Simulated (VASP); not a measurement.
Method: LDA (Ceperley-Alder, Perdew-Zunger), VASP's LDA PAW potentials (set 64) (plane waves; VASP).

VASP ran on this input.

KPOINTS:
```
Automatic mesh
0
Gamma
13 13 9
0 0 0
```

INCAR:
```
SYSTEM = TiAl
PREC = Accurate; ENCUT = 500; LREAL = .FALSE.
LASPH = .TRUE.
EDIFF = 1E-6; NELM = 100; ALGO = Normal
LMAXMIX = 4
ISMEAR = 1; SIGMA = 0.1
IBRION = 2; NSW = 40; ISIF = 3
EDIFFG = -0.02; PSTRESS = 50
LWAVE = .FALSE.; LCHARG = .FALSE.
```

File POSCAR:
```
TiAl
1
    2.7707685521     0.0000000000     0.0000000000
    0.0000000000     2.7707685521     0.0000000000
    0.0000000000     0.0000000000     3.9906156855
Ti Al
1 1
Direct
  0.0000000000   0.0000000000   0.0000000000
  0.5000000000   0.5000000000   0.5000000000
```

POTCAR, in this order: Ti_sv Al (LDA.64 set). Program: vasp_std.

Q: What will the output report for the number of irreducible k-points (NKPTS), largest plane-wave count, number of space-group operations, FFT grid (NGX, NGY, NGZ)?

A: 
| Item | Result |
|---|---|
| number of irreducible k-points (NKPTS) | 140 |
| largest plane-wave count | 791 |
| number of space-group operations | 16 |
| FFT grid (NGX, NGY, NGZ) | 20 × 20 × 30 |

The compound is TiAl in the L1_0 structure. This run relaxes it under an external pressure of 5 GPa. Symmetry was kept, so distortions that lower it aren't found. The electron count is odd and the run is not spin-polarised, which forces a metal.
